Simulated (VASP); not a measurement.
Runs of VASP 6.6.1 on IrC. Symmetry: F-43m, No. 216, cubic system. Conventional cell: a = 4.621 Å, b = 4.621 Å, c = 4.621 Å, α = 90.00°, β = 90.00°, γ = 90.00°. Around Ir (site symmetry -43m) lie 4 C at 2.00 Å. C (site symmetry -43m) has 4 Ir at 2.00 Å as nearest neighbours. The cell was built by a generator and needn't be a form met in nature.

```tsv
level	U	gap on the mesh (eV)	pressure (GPa)
r2SCAN+U	Ir d U = 2 eV	none	-5.6
r2SCAN+U	Ir d U = 3 eV	none	-8.2
r2SCAN+U	Ir d U = 4 eV	none	(b)
r2SCAN+U	Ir d U = 5 eV	none	(a)
r2SCAN+U	Ir d U = 6 eV	none	-19.2
r2SCAN	-	none	-1.0
```

Alike in all rows: task single point; potentials or basis VASP PAW PBE potentials, release 64 (Ir, C); no spin polarisation; cell as given; k mesh 10 × 10 × 10; cutoff (eV) 520; smearing fermi-dirac 0.05 eV.

Question: Fill in the values left out.

Answer: (a) -14.8; (b) -11.3.

Caveats: the PAW data sets were made with another functional, which shifts forces and pressure a little; U without spin polarisation on a metal has little footing (some runs); the U is typed as a test and isn't derived for this compound (some runs).

A k mesh can miss the band edges, and the runs leave out spin-orbit coupling on Ir.

A gap of «none» marks a metal or a gap under the smearing width.

Runs at the PBE level aren't shown here.
